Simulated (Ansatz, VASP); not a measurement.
# Ga14Ge17O55 (amorphous 29Ga2O3-71GeO2 (mol %)): VASP beside Ansatz

Wanted: the spread between two codes on one cell, functional and k mesh. Of the first pair: The structure shown is the start of the Ansatz relaxation below; VASP solves that cell, so the two are compared at the walk's first step.

Calculated with Ansatz 0.2.0; plane waves, with VASP 6.6.1 beside it; PBEsol.

### Step 1. Set-up

The cell holds 86 atoms: 14 Ga, 17 Ge and 55 O. Its edges and angles: a = 10.551 Å, b = 10.551 Å, c = 10.551 Å, α = 90.0°, β = 90.0°, γ = 90.0°. As first built, before any earlier steps moved the atoms or strained the cell (in the runner's words): 86 atoms (14 Fe, 17 Ge, 55 O) placed at random at 4.17 g/cm^3, melted at 5000 K for 10 ps at fixed volume with the Morse and Coulomb pair potential with partial charges (Pedone, Malavasi, Menziani, Cormack and Segre, J. Phys. Chem. B 110, 11780 (2006)). Quenched from 5000 K to 300 K at 100 K/ps and fixed volume, held 5 ps, then minimised at fixed cell. Then Fe was replaced by Ga and the cell scaled by 1.006 (the potential has no terms for the new elements, so the cell is a start for a DFT relaxation). The cell carries charge +1.

### Step 2. Ansatz: relaxation, PBEsol

Ansatz runs on its PAW soft_1 files.

The two programs are compared at the cell with which this relaxation starts, whose forces are those of its first step.

File input.yaml:

```yaml
crystal:
  lattice:
    - [10.55103, 0.0, 0.0]
    - [0.0, 10.55103, 0.0]
    - [0.0, 0.0, 10.55103]
  atoms:
    - { symbol: Ga, position: [0.76154, 0.99859, 0.69062] }
    - { symbol: Ga, position: [0.32509, 0.79564, 0.97608] }
    - { symbol: Ga, position: [0.06587, 0.62459, 0.83712] }
    - { symbol: Ga, position: [0.13336, 0.91212, 0.81795] }
    - { symbol: Ga, position: [0.05358, 0.97527, 0.07097] }
    - { symbol: Ga, position: [0.73833, 0.82884, 0.18621] }
    - { symbol: Ga, position: [0.6376, 0.81731, 0.44514] }
    - { symbol: Ga, position: [0.92557, 0.92251, 0.4606] }
    - { symbol: Ga, position: [0.01174, 0.67219, 0.13783] }
    - { symbol: Ga, position: [0.82424, 0.68354, 0.62955] }
    - { symbol: Ga, position: [0.17163, 0.14669, 0.34105] }
    - { symbol: Ga, position: [0.32574, 0.07376, 0.06586] }
    - { symbol: Ga, position: [0.40042, 0.97616, 0.51933] }
    - { symbol: Ga, position: [0.20298, 0.84955, 0.31866] }
    - { symbol: Ge, position: [0.00843, 0.32705, 0.83162] }
    - { symbol: Ge, position: [0.26096, 0.37066, 0.50312] }
    - { symbol: Ge, position: [0.1051, 0.65797, 0.54547] }
    - { symbol: Ge, position: [0.88548, 0.30106, 0.34768] }
    - { symbol: Ge, position: [0.77605, 0.29697, 0.63402] }
    - { symbol: Ge, position: [0.433, 0.66778, 0.23249] }
    - { symbol: Ge, position: [0.49039, 0.00396, 0.80613] }
    - { symbol: Ge, position: [0.82481, 0.59384, 0.36944] }
    - { symbol: Ge, position: [0.6345, 0.35792, 0.9806] }
    - { symbol: Ge, position: [0.50037, 0.01794, 0.24454] }
    - { symbol: Ge, position: [0.39528, 0.35542, 0.20372] }
    - { symbol: Ge, position: [0.40546, 0.72611, 0.67759] }
    - { symbol: Ge, position: [0.76936, 0.11713, 0.13539] }
    - { symbol: Ge, position: [0.5226, 0.43271, 0.69045] }
    - { symbol: Ge, position: [0.07625, 0.10238, 0.61072] }
    - { symbol: Ge, position: [0.09995, 0.36868, 0.12751] }
    - { symbol: Ge, position: [0.77677, 0.63898, 0.94233] }
    - { symbol: O, position: [0.76001, 0.84741, 0.59021] }
    - { symbol: O, position: [0.15709, 0.50087, 0.49337] }
    - { symbol: O, position: [0.38814, 0.37281, 0.60948] }
    - { symbol: O, position: [0.09827, 0.82387, 0.17137] }
    - { symbol: O, position: [0.44359, 0.09534, 0.93491] }
    - { symbol: O, position: [0.85044, 0.34777, 0.7763] }
    - { symbol: O, position: [0.86095, 0.68531, 0.23177] }
    - { symbol: O, position: [0.7173, 0.76807, 0.02449] }
    - { symbol: O, position: [0.17607, 0.2221, 0.52242] }
    - { symbol: O, position: [0.70287, 0.64574, 0.47287] }
    - { symbol: O, position: [0.73642, 0.48855, 0.00279] }
    - { symbol: O, position: [0.43516, 0.06355, 0.66127] }
    - { symbol: O, position: [0.92928, 0.00414, 0.62754] }
    - { symbol: O, position: [0.1879, 0.74008, 0.87385] }
    - { symbol: O, position: [0.03993, 0.28641, 0.27234] }
    - { symbol: O, position: [0.99422, 0.94649, 0.9101] }
    - { symbol: O, position: [0.41675, 0.83398, 0.81447] }
    - { symbol: O, position: [0.43264, 0.16805, 0.19727] }
    - { symbol: O, position: [0.70357, 0.15149, 0.63381] }
    - { symbol: O, position: [0.64724, 0.99795, 0.1596] }
    - { symbol: O, position: [0.31829, 0.72602, 0.33749] }
    - { symbol: O, position: [0.54075, 0.9892, 0.40404] }
    - { symbol: O, position: [0.00801, 0.70056, 0.68681] }
    - { symbol: O, position: [0.55836, 0.34859, 0.83042] }
    - { symbol: O, position: [0.10182, 0.46094, 0.80368] }
    - { symbol: O, position: [0.48109, 0.81413, 0.55491] }
    - { symbol: O, position: [0.39551, 0.67287, 0.06971] }
    - { symbol: O, position: [0.52072, 0.3818, 0.09547] }
    - { symbol: O, position: [0.29998, 0.30294, 0.34888] }
    - { symbol: O, position: [0.93298, 0.60039, 0.4991] }
    - { symbol: O, position: [0.25279, 0.70207, 0.62243] }
    - { symbol: O, position: [0.88785, 0.00241, 0.13503] }
    - { symbol: O, position: [0.07419, 0.79743, 0.44279] }
    - { symbol: O, position: [0.72754, 0.21792, 0.00962] }
    - { symbol: O, position: [0.65094, 0.96468, 0.81716] }
    - { symbol: O, position: [0.7764, 0.19321, 0.28502] }
    - { symbol: O, position: [0.94934, 0.64612, 0.9716] }
    - { symbol: O, position: [0.17954, 0.97831, 0.66402] }
    - { symbol: O, position: [0.65976, 0.41293, 0.59552] }
    - { symbol: O, position: [0.48918, 0.59251, 0.72767] }
    - { symbol: O, position: [0.03175, 0.06571, 0.43078] }
    - { symbol: O, position: [0.75952, 0.63102, 0.77893] }
    - { symbol: O, position: [0.27698, 0.99774, 0.39258] }
    - { symbol: O, position: [0.26103, 0.3328, 0.099] }
    - { symbol: O, position: [0.42661, 0.5051, 0.28257] }
    - { symbol: O, position: [0.5812, 0.75388, 0.27265] }
    - { symbol: O, position: [0.78679, 0.88569, 0.35526] }
    - { symbol: O, position: [0.8168, 0.44478, 0.29957] }
    - { symbol: O, position: [0.39098, 0.92743, 0.15831] }
    - { symbol: O, position: [0.06699, 0.19157, 0.75705] }
    - { symbol: O, position: [0.09577, 0.52744, 0.17064] }
    - { symbol: O, position: [0.1678, 0.08777, 0.16471] }
    - { symbol: O, position: [0.23606, 0.95057, 0.96787] }
    - { symbol: O, position: [0.89775, 0.29817, 0.51364] }
    - { symbol: O, position: [0.0091, 0.30467, 0.00141] }
total_charge: 1
kpoints:
  mp_grid: { grid: [1, 1, 1] }
hamiltonian:
  xc: pbesol
  pseudopotentials: { kind: paw, azcp: { folder: soft_1 }, xc_functional: pbe }
scf:
  occupations: { method: fermi_dirac, width: 0.01 }
  lower_state_search: "off"
output:
  forces: true
magnetization:
  spin_polarized: true
  initial_magnetization: 1
relax:
  f_tol: 0.05
  max_steps: 90
```

Run with:

```sh
ansatz run input.yaml --threads 4 --pin off --max-ram 8192MiB --backend cpu --events-out ev --progress --plain --runs-dir out
```

Numbers of over 12 decimals in the logs are rounded to 6 here.

The program printed:

```text
Engine: ansatz 0.2.0, x86_64-unknown-linux-gnu
Pseudopotentials: kind: paw
Pseudopotential: Ga, paw, valence charge 13, recommended cutoff 420 eV (normal), soft_1/Ga.paw.azcp
Pseudopotential: Ge, paw, valence charge 14, recommended cutoff 420 eV (normal), soft_1/Ge.paw.azcp
Pseudopotential: O, paw, valence charge 6, recommended cutoff 420 eV (normal), soft_1/O.paw.azcp
Functional definition: PBEsol
  exchange = pbesol_x
  correlation = pbesol_c
Crystal: 86 atoms, lattice volume = 1174.585 Å³
Basis set: ecut = 420 eV, 22983 PW (Γ), exchange–correlation on 144×144×144 points (8 copies of the dense FFT grid, shifted against one another)
Bands: 461, of which v1, the nominal top of the filled ones, is band 375 counted from 1 (374 counted from 0)
Symmetry: 1 space group operations
Space group: P1 (ITA 1), of the structure as read, at distance tolerance 1.1e-4 Å
Magnetic group: BNS 1.1 (UNI 1), of the structure as read, at distance tolerance 1.1e-4 Å
k-points: 1
Non-local potential: Ga, projectors of the file, l = 0: 2, l = 1: 2, l = 2: 3, l = 3: 1
Non-local potential: Ge, projectors of the file, l = 0: 2, l = 1: 2, l = 2: 3, l = 3: 1
Non-local potential: O, projectors of the file, l = 0: 2, l = 1: 2, l = 2: 1
PAW form: soft (Blöchl's): semilocal exchange-correlation on the pseudo side does not see the compensation charge
PAW frozen core: Ga, regenerated for the run's functional, and the local potential with it (the file was generated under x = pbe(κ = 0.804, μ = 0.219515), c = pbe(β = 0.066725))
PAW frozen core: Ge, regenerated for the run's functional, and the local potential with it (the file was generated under x = pbe(κ = 0.804, μ = 0.219515), c = pbe(β = 0.066725))
PAW frozen core: O, regenerated for the run's functional, and the local potential with it (the file was generated under x = pbe(κ = 0.804, μ = 0.219515), c = pbe(β = 0.066725))
PAW one-centre angular grid: Ga, 590 points (default); XC on 64 Gauss nodes
PAW one-centre angular grid: Ge, 590 points (default); XC on 64 Gauss nodes
PAW one-centre angular grid: O, 110 points (default); XC on 64 Gauss nodes
Initial density: superposition of atomic densities (chi_scale 0.1, normalization cell, long waves kept (reshape's long-wave potential 0.84 eV rms))
Starting moments: Σ|m| = 1 μB on 86 of 86 sites
Initial wavefunctions: pseudopotential atomic-orbital guess
Functional: x = pbesol(κ = 0.804, μ = 0.123457), c = pbesol(β = 0.046)
SCF iter   1: F=—  HF=-155591.070468 eV  |F-HF|=—  |Δ(HF+E_count)|=         —  Δρ=5.20e-2 (↑5.00e-2 ↓5.20e-2)  dr2=8.33e1  dr2_m=3.47e-1  M=1.000 μB ∫|m|=1.080 μB  β_m=1.00  ethr=3.10e-3  ⟨swp⟩=6.0  Hψ=3688  notcnv=0
preconditioner: auto → Resta (q_TF=auto, 2.531 Å⁻¹)  ε∞=3.2  [insulator: Δε(μ)=0.279 eV  Ē_g=20.143 eV  σ=0.010 eV  W_gap=1.00  n_scr=340 (ndim 8)  ℏωp=29.7 eV  f_vac=0.114  D(μ)=0.00/eV (n_scr^D=0)  ε∞_Penn≈3.2]
spin=Collinear: Resta preconditioning applied to the charge; magnetization (m = ρ↑ − ρ↓) channel mixes plain (no charge-response kernel on spin).
SCF iter   2: F=—  HF=-155574.785145 eV  |F-HF|=—  |Δ(HF+E_count)|=         —  Δρ=3.27e-2 (↑3.27e-2 ↓3.26e-2)  dr2=3.39e1  dr2_m=1.68e-2  M=0.999 μB ∫|m|=1.122 μB  β_m=0.30  ethr=3.10e-3  ⟨swp⟩=2.0  Hψ=1548  notcnv=0  defer=156
Mixer restart at iter 2: flushing history
SCF iter   3: F=—  HF=-155568.793991 eV  |F-HF|=—  |Δ(HF+E_count)|=    5.99e0  Δρ=2.49e-2 (↑2.27e-2 ↓2.49e-2)  dr2=1.69e1  dr2_m=2.62e-1  M=0.152 μB ∫|m|=0.379 μB  β_m=0.30  ethr=3.10e-3  ⟨swp⟩=2.0  Hψ=1076  notcnv=0  defer=158
SCF iter   4: F=—  HF=-155565.441152 eV  |F-HF|=—  |Δ(HF+E_count)|=    3.35e0  Δρ=1.56e-2 (↑1.31e-2 ↓1.56e-2)  dr2=9.26e0  dr2_m=1.04e-1  M=1.000 μB ∫|m|=1.100 μB  β_m=0.30  ethr=2.25e-3  ⟨swp⟩=3.0  Hψ=1262  notcnv=0  defer=158
SCF iter   5: F=—  HF=-155564.027173 eV  |F-HF|=—  |Δ(HF+E_count)|=    1.41e0  Δρ=1.21e-2 (↑1.06e-2 ↓1.21e-2)  dr2=7.32e0  dr2_m=1.82e-1  M=0.059 μB ∫|m|=0.270 μB  β_m=0.30  ethr=1.24e-3  ⟨swp⟩=2.0  Hψ=1075  notcnv=0  defer=160
SCF iter   6: F=—  HF=-155563.600078 eV  |F-HF|=—  |Δ(HF+E_count)|=   4.27e-1  Δρ=6.52e-3 (↑5.74e-3 ↓6.52e-3)  dr2=1.91e0  dr2_m=3.03e-2  M=0.880 μB ∫|m|=0.963 μB  β_m=0.30  ethr=9.77e-4  ⟨swp⟩=2.0  Hψ=768  notcnv=0  defer=160
SCF iter   7: F=—  HF=-155563.471797 eV  |F-HF|=—  |Δ(HF+E_count)|=   1.28e-1  Δρ=1.21e-2 (↑3.83e-3 ↓1.21e-2)  dr2=3.62e0  dr2_m=3.25e-1  M=0.648 μB ∫|m|=0.808 μB  β_m=0.30  ethr=2.55e-4  ⟨swp⟩=2.0  Hψ=1077  notcnv=0  defer=160
SCF iter   8: F=—  HF=-155563.698442 eV  |F-HF|=—  |Δ(HF+E_count)|=   2.27e-1  Δρ=8.52e-3 (↑4.73e-3 ↓8.52e-3)  dr2=2.68e0  dr2_m=8.50e-2  M=0.238 μB ∫|m|=0.408 μB  β_m=0.30  ethr=2.55e-4  ⟨swp⟩=3.0  Hψ=925  notcnv=0  defer=160
[...]
atom  58  O      0.00412054     0.01611467    -0.00443461
  atom  59  O      0.00860176    -0.01471559    -0.00602877
  atom  60  O      0.00056053     0.00348209    -0.00081330
  atom  61  O     -0.00324508     0.00225203    -0.01121802
  atom  62  O     -0.00297479    -0.00786534     0.01322519
  atom  63  O     -0.00078526    -0.01527035     0.01333490
  atom  64  O     -0.00074740     0.00385694     0.00618746
  atom  65  O     -0.00153352    -0.00792302     0.00005247
  atom  66  O      0.00886918     0.01050060     0.00666238
  atom  67  O     -0.00276034    -0.00254014    -0.00393285
  atom  68  O     -0.00626866    -0.01635204    -0.01986238
  atom  69  O      0.00528849     0.00159272    -0.02289580
  atom  70  O     -0.00126418    -0.00707894    -0.00230908
  atom  71  O     -0.00038291     0.00015971    -0.00184335
  atom  72  O     -0.00730259    -0.00172534     0.01194306
  atom  73  O      0.00111490     0.00931842    -0.00328327
  atom  74  O      0.01561300    -0.01503711     0.01022886
  atom  75  O     -0.00567493    -0.01011987    -0.00902528
  atom  76  O     -0.00034224     0.00152287    -0.00506315
  atom  77  O      0.00320371     0.00039085     0.00024814
  atom  78  O      0.00296406     0.00619519     0.01740115
  atom  79  O      0.00055532    -0.00975715    -0.00891142
  atom  80  O      0.00209460     0.00103886    -0.00599609
  atom  81  O      0.00587111    -0.00332701    -0.01113920
  atom  82  O     -0.00423538     0.01212956     0.00033336
  atom  83  O     -0.00388992    -0.00010077     0.00807322
  atom  84  O      0.03805600     0.00022224     0.00840021
  atom  85  O     -0.00188465     0.00127026    -0.00487256
  atom  86  O     -0.00272712    -0.00101984     0.00032060
  max |Σ_I F_I| component: 2.35e-5 eV/Å
--- Relaxed structure (18 steps of the walk, 15 accepted, 0 SCFs on fresh bases) ---
  F+E_penalty+E_count = -155563.78700203 eV   max|allowed force component| = 4.298e-2 eV/Å
  atoms:
    - { symbol: Ga, position: [0.758579, 1.002001, 0.686791] }
    - { symbol: Ga, position: [0.330604, 0.804065, 0.983236] }
    - { symbol: Ga, position: [0.069871, 0.625194, 0.840932] }
    - { symbol: Ga, position: [0.142786, 0.902874, 0.805804] }
    - { symbol: Ga, position: [0.050096, 0.976651, 0.081848] }
    - { symbol: Ga, position: [0.739362, 0.827460, 0.186162] }
    - { symbol: Ga, position: [0.636746, 0.816053, 0.442622] }
    - { symbol: Ga, position: [0.921951, 0.922023, 0.464418] }
    - { symbol: Ga, position: [0.012832, 0.669426, 0.139134] }
    - { symbol: Ga, position: [0.824230, 0.684616, 0.631471] }
    - { symbol: Ga, position: [0.169425, 0.147486, 0.344143] }
    - { symbol: Ga, position: [0.318960, 0.085314, 0.068551] }
    - { symbol: Ga, position: [0.397903, 0.972857, 0.515341] }
    - { symbol: Ga, position: [0.198716, 0.846548, 0.323010] }
    - { symbol: Ge, position: [0.00895846, 0.327591, 0.831183] }
    - { symbol: Ge, position: [0.262301, 0.370957, 0.503786] }
    - { symbol: Ge, position: [0.105275, 0.658241, 0.549288] }
    - { symbol: Ge, position: [0.886298, 0.299368, 0.348260] }
    - { symbol: Ge, position: [0.775821, 0.298390, 0.633727] }
    - { symbol: Ge, position: [0.432320, 0.667011, 0.232831] }
    - { symbol: Ge, position: [0.488857, 0.00158116, 0.799316] }
    - { symbol: Ge, position: [0.827509, 0.592548, 0.372429] }
    - { symbol: Ge, position: [0.634217, 0.359086, 0.982634] }
    - { symbol: Ge, position: [0.496288, 0.010851, 0.238346] }
    - { symbol: Ge, position: [0.394875, 0.355878, 0.205557] }
    - { symbol: Ge, position: [0.406780, 0.725147, 0.678147] }
    - { symbol: Ge, position: [0.764974, 0.116736, 0.135100] }
    - { symbol: Ge, position: [0.521482, 0.431442, 0.693027] }
    - { symbol: Ge, position: [0.074129, 0.104588, 0.610929] }
    - { symbol: Ge, position: [0.101079, 0.366687, 0.126645] }
    - { symbol: Ge, position: [0.778121, 0.638328, 0.942989] }
    - { symbol: O, position: [0.762287, 0.849316, 0.587963] }
    - { symbol: O, position: [0.161795, 0.504019, 0.495037] }
    - { symbol: O, position: [0.388181, 0.370429, 0.611289] }
    - { symbol: O, position: [0.099083, 0.823324, 0.171693] }
    - { symbol: O, position: [0.431353, 0.090737, 0.927976] }
    - { symbol: O, position: [0.850386, 0.346159, 0.776941] }
    - { symbol: O, position: [0.864124, 0.684575, 0.234942] }
    - { symbol: O, position: [0.720540, 0.768853, 0.023924] }
    - { symbol: O, position: [0.174244, 0.223590, 0.521488] }
    - { symbol: O, position: [0.704405, 0.646400, 0.473079] }
    - { symbol: O, position: [0.737685, 0.488274, 0.00383618] }
    - { symbol: O, position: [0.434697, 0.062493, 0.655666] }
    - { symbol: O, position: [0.929491, 0.00470799, 0.632782] }
    - { symbol: O, position: [0.193492, 0.741394, 0.878413] }
    - { symbol: O, position: [0.041374, 0.285993, 0.272902] }
    - { symbol: O, position: [1.015295, 0.944037, 0.915221] }
    - { symbol: O, position: [0.417454, 0.835418, 0.814682] }
    - { symbol: O, position: [0.430567, 0.163412, 0.195343] }
    - { symbol: O, position: [0.701214, 0.153750, 0.628698] }
    - { symbol: O, position: [0.644735, 0.995512, 0.156835] }
    - { symbol: O, position: [0.322000, 0.731084, 0.339301] }
    - { symbol: O, position: [0.535869, 0.983646, 0.398106] }
    - { symbol: O, position: [0.010813, 0.705194, 0.691646] }
    - { symbol: O, position: [0.554244, 0.348402, 0.834756717069] }
[...]
- { symbol: O, position: [0.819657, 0.444236, 0.300977] }
    - { symbol: O, position: [0.385569, 0.926936, 0.144216] }
    - { symbol: O, position: [0.068716, 0.191991, 0.757684] }
    - { symbol: O, position: [0.101532, 0.526126, 0.167444] }
    - { symbol: O, position: [0.163423, 0.088468, 0.165606] }
    - { symbol: O, position: [0.239318, 0.963798, 0.953229] }
    - { symbol: O, position: [0.898504, 0.297931, 0.514347] }
    - { symbol: O, position: [0.00980178, 0.303561, 0.000951657] }
```

[end of part 1 of 2]

[Lines on the potential files, build, host, timing and source positions are cut from VASP's logs without a mark.]

[Logs are printed without paths, hosts, clocks, repeated set-up lines and the standing remarks that a program may print on its own settings, such as how far it seeks lower states.]

[Hosts, paths, dates, database ids (printed as entryN), source tags and the programs' standing remarks are cut or masked in the printed files.]
